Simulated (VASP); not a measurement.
Here is the system:

```xyz
2
Lattice="2.9816 0.0000 0.0000 0.0000 2.9816 0.0000 0.0000 0.0000 2.9816" Properties=species:S:1:pos:R:3 pbc="T T T"
Ru     0.0000     0.0000     0.0000
Si     1.4908     1.4908     1.4908
```

These are r2SCAN meta-GGA, VASP's PBE PAW potentials (set 64) (plane waves; VASP) values and carry that method's errors. Numerical set-up: 400 eV cut-off, 11×11×11 Γ-centred mesh, first-order Methfessel-Paxton smearing of 0.10 eV, potentials Ru_pv Si.

Energy and stress use the plane-wave basis of the starting cell.

Question: The ions, cell shape and volume are relaxed. Give the cell that the relaxation ends in.

Answer: 
```xyz
2
Lattice="2.9151 0.0000 0.0000 0.0000 2.9151 0.0000 0.0000 0.0000 2.9151" Properties=species:S:1:pos:R:3 pbc="T T T"
Ru     0.0000     0.0000     0.0000
Si     1.4576     1.4576     1.4576
```
Space group Pm-3m (221), at a tolerance of 0.03 Å.

Question: How do energy and volume change from the first to the last step?

Answer: The energy (σ→0) changes by -47.7 meV/atom and the volume by -6.5 %, in 7 ionic steps.

The structure was generated: SiRu was put into the CsCl type (Pm-3m), which need not be its known phase. This run relaxes it. Symmetry was kept, so distortions that lower it aren't found.
